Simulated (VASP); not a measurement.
A VASP calculation is set up with these files.

KPOINTS:
```
Automatic
0
gamma
3 3 3
```

**POSCAR**
```
CuSi2
5.6809120
  0.0000000000   0.6950924429   0.7189204832
  0.4035807983   0.0000000000   0.7189204832
  0.4035807983   0.6950924429   0.0000000000
Si Cu
4 2
direct
  0.6635000000   0.3365000000   0.6635000000
  0.3365000000   0.6635000000   0.3365000000
  0.5865000000   0.9135000000   0.5865000000
  0.9135000000   0.5865000000   0.9135000000
  0.0000000000   0.0000000000   0.0000000000
  0.2500000000   0.2500000000   0.2500000000
```

### INCAR
```
SYSTEM = CuSi2
PREC = Accurate
ENCUT = 300
EDIFF = 1E-6
NELM = 100
ALGO = Normal
LREAL = .FALSE.
LASPH = .TRUE.
ISMEAR = -1
SIGMA = 0.136
GGA = PE
LMAXMIX = 4
LWAVE = .FALSE.
LCHARG = .FALSE.
ISIF = 2
```

POTCAR, in this order: Si Cu (PBE.64 set). Program: vasp_std.

**Question.** Write an equivalent input for Quantum ESPRESSO's pw.x.

**Answer.** One equivalent input (not run):
```
&CONTROL
  calculation = 'scf'
  pseudo_dir = './pseudo'
  outdir = './out'
  tprnfor = .true.
  tstress = .true.
/
&SYSTEM
  ibrav = 0
  nat = 6
  ntyp = 2
  ecutwfc = 92
  occupations = 'smearing'
  smearing = 'fermi-dirac'
  degauss = 0.009996
  input_dft = 'pbe'
/
&ELECTRONS
  conv_thr = 7.3e-08
  electron_maxstep = 100
/
ATOMIC_SPECIES
  Si 28.085 Si.upf
  Cu 63.546 Cu.upf
CELL_PARAMETERS angstrom
     0.0000000    3.9487590    4.0841240
     2.2927070    0.0000000    4.0841240
     2.2927070    3.9487590    0.0000000
ATOMIC_POSITIONS crystal
  Si   0.6635000  0.3365000  0.6635000
  Si   0.3365000  0.6635000  0.3365000
  Si   0.5865000  0.9135000  0.5865000
  Si   0.9135000  0.5865000  0.9135000
  Cu   0.0000000  0.0000000  0.0000000
  Cu   0.2500000  0.2500000  0.2500000
K_POINTS automatic
  3 3 3 0 0 0
```
The two are equivalent in intent, not identical: the potentials are each code's own (VASP's PAW set, PseudoDojo norm-conserving files in pw.x), so ENCUT and ecutwfc are chosen apart and not converted; conv_thr bounds pw.x's estimated SCF error, while EDIFF bounds the energy change between steps.

The structure was generated: CuSi2 was put into an ordered model structure, which need not be its known phase. The cell was not relaxed at this level. The k-mesh is coarse (spacing up to 0.59 per Å, 2π included), so the numbers may not be converged in it. The run is one of a series of settings (KPOINTS 3×3×3 Γ-centred mesh against the base run), some of them coarse on purpose.
